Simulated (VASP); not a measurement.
Computed with r2SCAN meta-GGA, VASP's PBE PAW potentials (set 64) (plane waves; VASP).

Input for VASP

POSCAR:
```
Se
1
   -2.6975440000     2.6975440000     1.4718120000
    2.6975440000    -2.6975440000     1.4718120000
    2.6975440000     2.6975440000    -1.4718120000
Se
2
Direct
  0.7500000000   0.2500000000   0.5000000000
  0.0000000000   0.0000000000   0.0000000000
```

INCAR:
```
EDIFF = 1E-6
LCHARG = .False.
LMAXMIX = 4   # l cut-off of mixed one-centre charges
ALGO = Normal
ENCUT = 400   # plane-wave cut-off (eV)
SIGMA = 0.05   # width (eV)
NELM = 100   # most electronic steps
EDIFFG = -0.01   # ionic stop
LWAVE = .False.
ISMEAR = 0   # Gaussian
PREC = Accurate
NSW = 60
LASPH = .True.   # aspherical one-centre terms
ISIF = 3
IBRION = 2   # conjugate gradients
METAGGA = R2SCAN
LMIXTAU = .True.
SYSTEM = Se
LREAL = .False.   # projection in real space or not
```

**KPOINTS**
```
Automatic mesh
0
Gamma
9 9 9
0 0 0
```

POTCAR, in this order: Se (PBE.64 set). Program: vasp_std.

Output of the run:

**OUTCAR**
```
 ion  position               nearest neighbor table
   1  0.750  0.250  0.500-
   2  0.000  0.000  0.000-
  LATTYP: Found a body centered tetragonal cell.
 ALAT       =     5.3950880000
 C/A-ratio  =     0.5456118603
 Subroutine PRICEL returns:
 Original cell was already a primitive cell.
 Subroutine GETGRP returns: Found 16 space group operations
The static configuration has the point symmetry D_2d.
 The point group associated with its full space group is D_4h.
The dynamic configuration has the point symmetry D_2d.
 Subroutine INISYM returns: Found 16 space group operations
 Subroutine IBZKPT returns following result:
 Found     75 irreducible k-points:

 Following reciprocal coordinates:
            Coordinates               Weight
  0.000000  0.000000  0.000000      1.000000
  0.111111  0.000000 -0.000000      8.000000
  0.222222  0.000000 -0.000000      8.000000
  0.333333 -0.000000  0.000000      8.000000
  0.444444  0.000000 -0.000000      8.000000
  0.111111  0.111111 -0.000000      8.000000
  0.222222  0.111111  0.000000     16.000000
  0.333333  0.111111  0.000000     16.000000
  0.444444  0.111111  0.000000     16.000000
 -0.444444  0.111111  0.000000     16.000000
 -0.333333  0.111111 -0.000000     16.000000
 -0.222222  0.111111  0.000000     16.000000
 -0.111111  0.111111  0.000000      4.000000
  0.222222  0.222222 -0.000000      8.000000
  0.333333  0.222222  0.000000     16.000000
  0.444444  0.222222  0.000000     16.000000
 -0.444444  0.222222  0.000000     16.000000
 -0.333333  0.222222 -0.000000     16.000000
 -0.222222  0.222222  0.000000      4.000000
  0.333333  0.333333  0.000000      8.000000
  0.444444  0.333333  0.000000     16.000000
 -0.444444  0.333333  0.000000     16.000000
 -0.333333  0.333333  0.000000      4.000000
  0.444444  0.444444 -0.000000      8.000000
 -0.444444  0.444444  0.000000      4.000000
  0.111111  0.111111  0.111111      8.000000
  0.222222  0.111111  0.111111     16.000000
  0.333333  0.111111  0.111111     16.000000
 -0.111111  0.111111  0.111111      4.000000
  0.222222  0.222222  0.111111      8.000000
  0.333333  0.222222  0.111111     16.000000
  0.444444  0.222222  0.111111     16.000000
 -0.444444  0.222222  0.111111      8.000000
 -0.222222  0.222222  0.111111      8.000000
 -0.111111  0.222222  0.111111      8.000000
  0.333333  0.333333  0.111111      8.000000
  0.444444  0.333333  0.111111      8.000000
 -0.333333  0.333333  0.111111      8.000000
 -0.222222  0.333333  0.111111     16.000000
 -0.111111  0.333333  0.111111      8.000000
   k-points           NKPTS =     75   k-points in BZ     NKDIM =     75   number of bands    NBANDS=     10
   number of dos      NEDOS =    301   number of ions     NIONS =      2
   total plane-waves  NPLWV =  21952
   dimension x,y,z NGX =    28 NGY =   28 NGZ =   28
   dimension x,y,z NGXF=    56 NGYF=   56 NGZF=   56
   ions per type =               2
   PREC   = accura    normal or accurate (medium, high low for compatibility)
   ISTART =      0    job   : 0-new  1-cont  2-samecut
   ICHARG =      2    charge: 1-file 2-atom 10-const
   ISPIN  =      1    spin polarized calculation?
   LNONCOLLINEAR =      F non collinear calculations
   LSORBIT =      F    spin-orbit coupling
   INIWAV =      1    electr: 0-lowe 1-rand  2-diag
   ENCUT  =  400.0 eV  29.40 Ry    5.42 a.u.   6.67  6.67  6.67*2*pi/ulx,y,z
   NELM   =    100;   NELMIN=  2; NELMDL= -5     # of ELM steps
   EDIFF  = 0.1E-05   stopping-criterion for ELM
   LREAL  =      F    real-space projection
...
```

File OSZICAR:
```
...
DAV:   3    -0.276438500878E+02    0.34606E-01   -0.11649E-01  1600   0.261E+00    0.174E-01
DAV:   4    -0.276543611933E+02   -0.10511E-01   -0.56671E-03  1614   0.804E-01    0.126E-01
DAV:   5    -0.276493872916E+02    0.49739E-02   -0.22963E-03  1592   0.504E-01    0.207E-02
DAV:   6    -0.276542089081E+02   -0.48216E-02   -0.18985E-03  1582   0.455E-01    0.164E-02
DAV:   7    -0.276544347993E+02   -0.22589E-03   -0.86981E-05  1594   0.968E-02    0.830E-03
DAV:   8    -0.276544122817E+02    0.22518E-04   -0.55721E-06  1660   0.231E-02    0.511E-03
DAV:   9    -0.276544585522E+02   -0.46271E-04   -0.22747E-05  1566   0.517E-02    0.149E-03
DAV:  10    -0.276544581738E+02    0.37839E-06   -0.22623E-07   910   0.499E-03
   7 F= -.27654458E+02 E0= -.27653708E+02  d E =-.789774E-01
       N       E                     dE             d eps       ncg     rms          rms(c)
DAV:   1    -0.276807722198E+02   -0.26314E-01   -0.22477E+00  1600   0.100E+01    0.878E-01
DAV:   2    -0.276629150154E+02    0.17857E-01   -0.73430E-02  1624   0.206E+00    0.435E-01
DAV:   3    -0.276593041829E+02    0.36108E-02   -0.20783E-02  1594   0.114E+00    0.699E-02
DAV:   4    -0.276603086307E+02   -0.10044E-02   -0.10974E-03  1634   0.346E-01    0.509E-02
DAV:   5    -0.276595615457E+02    0.74709E-03   -0.60439E-04  1542   0.277E-01    0.982E-03
DAV:   6    -0.276603500835E+02   -0.78854E-03   -0.36107E-04  1518   0.205E-01    0.538E-03
DAV:   7    -0.276603906916E+02   -0.40608E-04   -0.12513E-05  1584   0.378E-02    0.315E-03
DAV:   8    -0.276603894960E+02    0.11956E-05   -0.66035E-07   978   0.816E-03    0.258E-03
DAV:   9    -0.276603966699E+02   -0.71738E-05   -0.75965E-06  1544   0.282E-02    0.122E-03
DAV:  10    -0.276603969646E+02   -0.29475E-06   -0.93662E-08   774   0.328E-03
   8 F= -.27660397E+02 E0= -.27659957E+02  d E =-.849162E-01
       N       E                     dE             d eps       ncg     rms          rms(c)
DAV:   1    -0.276680631722E+02   -0.76665E-02   -0.43444E-01  1586   0.440E+00    0.386E-01
DAV:   2    -0.276644635103E+02    0.35997E-02   -0.14131E-02  1634   0.903E-01    0.203E-01
DAV:   3    -0.276631715869E+02    0.12919E-02   -0.52861E-03  1598   0.563E-01    0.275E-02
DAV:   4    -0.276634990082E+02   -0.32742E-03   -0.26128E-04  1622   0.174E-01    0.221E-02
DAV:   5    -0.276633174735E+02    0.18153E-03   -0.11710E-04  1566   0.122E-01    0.319E-03
DAV:   6    -0.276634975908E+02   -0.18012E-03   -0.78377E-05  1552   0.961E-02    0.267E-03
DAV:   7    -0.276635107837E+02   -0.13193E-04   -0.40254E-06  1584   0.212E-02    0.135E-03
DAV:   8    -0.276635093584E+02    0.14254E-05   -0.17948E-07   828   0.453E-03    0.791E-04
DAV:   9    -0.276635119458E+02   -0.25875E-05   -0.87765E-07   888   0.100E-02    0.216E-04
DAV:  10    -0.276635118255E+02    0.12027E-06   -0.37061E-08   764   0.197E-03
   9 F= -.27663512E+02 E0= -.27663033E+02  d E =-.880311E-01
       N       E                     dE             d eps       ncg     rms          rms(c)
DAV:   1    -0.276640259971E+02   -0.51405E-03   -0.24341E-02  1592   0.104E+00    0.925E-02
DAV:   2    -0.276638183524E+02    0.20764E-03   -0.78762E-04  1630   0.214E-01    0.473E-02
DAV:   3    -0.276637577866E+02    0.60566E-04   -0.27467E-04  1600   0.129E-01    0.655E-03
DAV:   4    -0.276637742839E+02   -0.16497E-04   -0.13474E-05  1630   0.392E-02    0.520E-03
DAV:   5    -0.276637623286E+02    0.11955E-04   -0.65675E-06  1570   0.290E-02    0.750E-04
DAV:   6    -0.276637742938E+02   -0.11965E-04   -0.42004E-06  1540   0.224E-02    0.577E-04
DAV:   7    -0.276637745450E+02   -0.25126E-06   -0.18544E-07   772   0.466E-03
  10 F= -.27663775E+02 E0= -.27663352E+02  d E =-.882938E-01
       N       E                     dE             d eps       ncg     rms          rms(c)
DAV:   1    -0.276823484171E+02   -0.18574E-01   -0.18611E+00  1588   0.916E+00    0.900E-01
DAV:   2    -0.276586062497E+02    0.23742E-01   -0.64567E-02  1614   0.192E+00    0.540E-01
DAV:   3    -0.276501100566E+02    0.84962E-02   -0.36122E-02  1582   0.136E+00    0.115E-01
DAV:   4    -0.276514610650E+02   -0.13510E-02   -0.10572E-03  1624   0.359E-01    0.932E-02
DAV:   5    -0.276498071548E+02    0.16539E-02   -0.85133E-04  1520   0.335E-01    0.228E-02
DAV:   6    -0.276514724477E+02   -0.16653E-02   -0.58949E-04  1506   0.275E-01    0.984E-03
DAV:   7    -0.276515039708E+02   -0.31523E-04   -0.25523E-05  1598   0.557E-02    0.255E-03
DAV:   8    -0.276515137878E+02   -0.98170E-05   -0.34126E-06  1616   0.203E-02    0.194E-03
DAV:   9    -0.276515074441E+02    0.63437E-05   -0.40020E-06  1512   0.236E-02    0.109E-03
DAV:  10    -0.276515146021E+02   -0.71580E-05   -0.12983E-06   930   0.132E-02    0.606E-04
DAV:  11    -0.276515137938E+02    0.80830E-06   -0.66610E-08   764   0.245E-03
  11 F= -.27651514E+02 E0= -.27650885E+02  d E =0.122608E-01
       N       E                     dE             d eps       ncg     rms          rms(c)
DAV:   1    -0.276837894831E+02   -0.32275E-01   -0.12474E+00  1580   0.765E+00    0.738E-01
DAV:   2    -0.276694126242E+02    0.14377E-01   -0.37841E-02  1612   0.150E+00    0.440E-01
DAV:   3    -0.276637086970E+02    0.57039E-02   -0.24933E-02  1588   0.113E+00    0.116E-01
DAV:   4    -0.276643569241E+02   -0.64823E-03   -0.54425E-04  1646   0.250E-01    0.961E-02
DAV:   5    -0.276636727387E+02    0.68419E-03   -0.39017E-04  1512   0.228E-01    0.246E-02
DAV:   6    -0.276644036914E+02   -0.73095E-03   -0.41382E-04  1508   0.222E-01    0.895E-03
DAV:   7    -0.276644466805E+02   -0.42989E-04   -0.27515E-05  1544   0.591E-02    0.535E-03
DAV:   8    -0.276644446377E+02    0.20428E-05   -0.47181E-06  1642   0.234E-02    0.330E-03
DAV:   9    -0.276644494134E+02   -0.47757E-05   -0.31258E-06  1542   0.204E-02    0.105E-03
DAV:  10    -0.276644474581E+02    0.19553E-05   -0.83349E-07   926   0.107E-02    0.382E-04
DAV:  11    -0.276644483911E+02   -0.93301E-06   -0.49825E-08   772   0.222E-03
  12 F= -.27664448E+02 E0= -.27664043E+02  d E =-.673846E-03
       N       E                     dE             d eps       ncg     rms          rms(c)
DAV:   1    -0.276675212865E+02   -0.30738E-02   -0.28590E-01  1538   0.364E+00    0.507E-01
DAV:   2    -0.276647331058E+02    0.27882E-02   -0.81968E-03  1620   0.760E-01    0.255E-01
DAV:   3    -0.276634246943E+02    0.13084E-02   -0.45200E-03  1550   0.513E-01    0.590E-02
DAV:   4    -0.276636033598E+02   -0.17867E-03   -0.11419E-04  1686   0.122E-01    0.473E-02
DAV:   5    -0.276633683783E+02    0.23498E-03   -0.93674E-05  1534   0.119E-01    0.162E-02
DAV:   6    -0.276635896400E+02   -0.22126E-03   -0.12949E-04  1512   0.127E-01    0.342E-03
DAV:   7    -0.276636062116E+02   -0.16572E-04   -0.11860E-05  1552   0.343E-02    0.113E-03
DAV:   8    -0.276636064652E+02   -0.25365E-06   -0.15121E-06  1042   0.122E-02
  13 F= -.27663606E+02 E0= -.27663009E+02  d E =0.841926E-03
       N       E                     dE             d eps       ncg     rms          rms(c)
DAV:   1    -0.276666024704E+02   -0.29963E-02   -0.10534E-01  1538   0.223E+00    0.309E-01
DAV:   2    -0.276655539376E+02    0.10485E-02   -0.29135E-03  1620   0.457E-01    0.154E-01
DAV:   3    -0.276651264280E+02    0.42751E-03   -0.16103E-03  1552   0.308E-01    0.370E-02
DAV:   4    -0.276651771268E+02   -0.50699E-04   -0.43255E-05  1678   0.744E-02    0.292E-02
DAV:   5    -0.276651333353E+02    0.43791E-04   -0.32296E-05  1544   0.706E-02    0.104E-02
DAV:   6    -0.276651829674E+02   -0.49632E-04   -0.42195E-05  1510   0.739E-02    0.206E-03
DAV:   7    -0.276651927101E+02   -0.97426E-05   -0.40254E-06  1542   0.201E-02    0.625E-04
DAV:   8    -0.276651912465E+02    0.14635E-05   -0.35674E-07   820   0.586E-03    0.448E-04
DAV:   9    -0.276651925993E+02   -0.13528E-05   -0.31332E-07   770   0.596E-03    0.205E-04
DAV:  10    -0.276651924574E+02    0.14188E-06   -0.13892E-08   756   0.119E-03
  14 F= -.27665192E+02 E0= -.27664752E+02  d E =-.744066E-03
```

OUTCAR:
```
------------------------ aborting loop because EDIFF is reached ----------------------------------------
  FORCE on cell =-STRESS in cart. coord.  units (eV):
  Direction    XX          YY          ZZ          XY          YZ          ZX
  --------------------------------------------------------------------------------------
  Total        0.0003402      0.0003402      0.0056922      0.0000000     -0.0000000      0.0000000
  in kB        0.0122126      0.0122126      0.2043125      0.0000000     -0.0000000      0.0000000
  external PRESSURE =       0.0762459 kB  Pullay stress =       0.0000000 kB
  volume of cell :       44.64
      direct lattice vectors                 reciprocal lattice vectors
    -2.863662486  2.863662486  1.360791095     0.000000000  0.174601582  0.367433327
     2.863662486 -2.863662486  1.360791095     0.174601582  0.000000000  0.367433327
     2.863662486  2.863662486 -1.360791095     0.174601582  0.174601582  0.000000000
 POSITION                                       TOTAL-FORCE (eV/Angst)
 -----------------------------------------------------------------------------------
      0.00000      2.86366      0.68040         0.000000      0.000000      0.000000
      0.00000      0.00000      0.00000        -0.000000     -0.000000     -0.000000
 -----------------------------------------------------------------------------------
    total drift:                               -0.000000      0.000000     -0.000000
  FREE ENERGIE OF THE ION-ELECTRON SYSTEM (eV)
  ---------------------------------------------------
  free  energy   TOTEN  =       -27.6651924574 eV

  energy  without entropy=      -27.6643121073  energy(sigma->0) =      -27.66475228

 reached required accuracy - stopping structural energy minimisation
```
(Selected blocks of OUTCAR.)

CONTCAR:
```
Se
   1.00000000000000
    -2.8636624862448108    2.8636624862448108    1.3607910953611542
     2.8636624862448108   -2.8636624862448108    1.3607910953611542
     2.8636624862448108    2.8636624862448108   -1.3607910953611542
  Se
     2
Direct
     0.7500000000000000    0.2500000000000000    0.5000000000000000
     0.0000000000000000    0.0000000000000000    0.0000000000000000
```

Energy and stress use the plane-wave basis of the starting cell.

The structure was generated: Se was put into the beta-Sn type (I4_1/amd), which need not be its known phase. This run relaxes it. Symmetry was kept, so distortions that lower it aren't found.
